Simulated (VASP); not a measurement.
O3W, in a box:

```
O W
1.0
    11.00000    0.00000    0.00000
     0.00000   12.00000    0.00000
     0.00000    0.00000   12.00000
O W
3 1
Direct
  0.44961 0.52559 0.61247
  0.56863 0.40822 0.44673
  0.43373 0.59528 0.39320
  0.43790 0.47985 0.47745
```

Base run:

```yaml
Program: VASP 6.6.1
Functional: PBE
Potentials_or_basis: VASP PAW PBE potentials, release 64 (O, W_sv)
Cutoff: 520 eV
k_mesh: 1 × 1 × 1
Occupations: gaussian, width 0.01 eV
Spin: no spin polarisation
```

Its results: gap between the frontier levels 1.73 eV; largest force 2.210 eV/Å.

**Question.** The run is repeated on the same cell with these changes: functional from PBE to BEEF-vdW; further incar settings from ALGO = Normal; EDIFF = 1e-07; NBANDS = 24 to ALGO = Fast; EDIFF = 1e-07. What comes out?

**Answer.** Gap between the frontier levels 1.63 eV; largest force 2.126 eV/Å.

Caveats: spin-orbit coupling is left out, which moves the levels of the heavy elements; the PAW data sets were made with another functional, which shifts forces and pressure a little (some runs).

